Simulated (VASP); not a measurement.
Input:

```
CELL_PARAMETERS angstrom
      1.64199    -5.02626     0.00000
      1.64199     5.02626     0.00000
      0.00000     0.00000     4.12572
ATOMIC_POSITIONS crystal
  P  0.10654 0.89346 0.92765
  P  0.39346 0.60654 0.42765
  P  0.60654 0.39346 0.57235
  P  0.89346 0.10654 0.07235
```

Level of theory: PBE GGA with D3 dispersion (Becke-Johnson damping), VASP's PBE PAW potentials (set 64) (plane waves; VASP). Run with 520 eV cut-off, 10×10×7 Γ-centred mesh, first-order Methfessel-Paxton smearing of 0.10 eV, potentials P.

Problem. The ions and cell shape at fixed volume are relaxed. Predict the relaxed structure.

Solution. 
```
CELL_PARAMETERS angstrom
      1.66120    -5.03032     0.00000
      1.66120     5.03032     0.00000
      0.00000     0.00000     4.07474
ATOMIC_POSITIONS crystal
  P  0.10788 0.89212 0.93118
  P  0.39212 0.60788 0.43118
  P  0.60788 0.39212 0.56882
  P  0.89212 0.10788 0.06882
```
Space group Cmce (64), at a tolerance of 0.03 Å.

Problem. How much energy does the relaxation gain?

Solution. The energy (σ→0) changes by -3.1 meV/atom, in 9 ionic steps.

The compound is P in the black structure. This cell is one point of a volume scan, at 0.97 of the reference volume. Symmetry was kept, so distortions that lower it aren't found.
